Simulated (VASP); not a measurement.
Here is a VASP 6.6.1 calculation.

INCAR

```
ALGO = Fast
EDIFF = 1E-7
EDIFFG = -0.002
ENCUT = 520
GGA = PS
IBRION = 2
ISIF = 3
ISMEAR = 0
LASPH = True
LCHARG = False
LREAL = False
LWAVE = False
NELM = 60
NSW = 80
PREC = Accurate
SIGMA = 0.1
```

Contents of KPOINTS:

```
k-points
0
Gamma
  9 9 8
```

POSCAR

```
NbB2
1.0
    3.0860000000      0.0000000000      0.0000000000
   -1.5430000000      2.6725544000      0.0000000000
    0.0000000000      0.0000000000      3.3060000000
Nb B
1 2
Direct
    0.0000000000      0.0000000000      0.0000000000
    0.3333333300      0.6666666700      0.5000000000
    0.6666666700      0.3333333300      0.5000000000
```

Potentials or basis: VASP PAW PBE potentials, release 64 (Nb_sv, B).

Run with:

```bash
$ cat potpaw_PBE.64/Nb_sv/POTCAR potpaw_PBE.64/B/POTCAR > POTCAR
$ mpirun -np 1 vasp_std > vasp.out
```

Q: Estimate the relaxed cell.

A: a = 3.094 Å, b = 3.094 Å, c = 3.290 Å, α = 90.00°, β = 90.00°, γ = 120.00°.

Q: What does it give for the space group after relaxing (to 0.05 Å)?

A: P6/mmm (No. 191).

The path:
```
step  energy change (eV)  largest force (eV/Å)  pressure (GPa)  volume (Å³)
   1              0.0000                0.0000            0.23        27.27
   2             -0.0008                0.0000           -0.42        27.32
   3             -0.0008                0.0000           -0.50        27.32
   4             -0.0008                0.0000            0.57        27.22
   5             -0.0009                0.0000            0.04        27.28
   6             -0.0009                0.0000           -0.02        27.28
   7             -0.0009                0.0000           -0.02        27.28
   8             -0.0009                0.0000           -0.01        27.28
```

Caveat: the PAW data sets were made with another functional, which shifts forces and pressure a little.
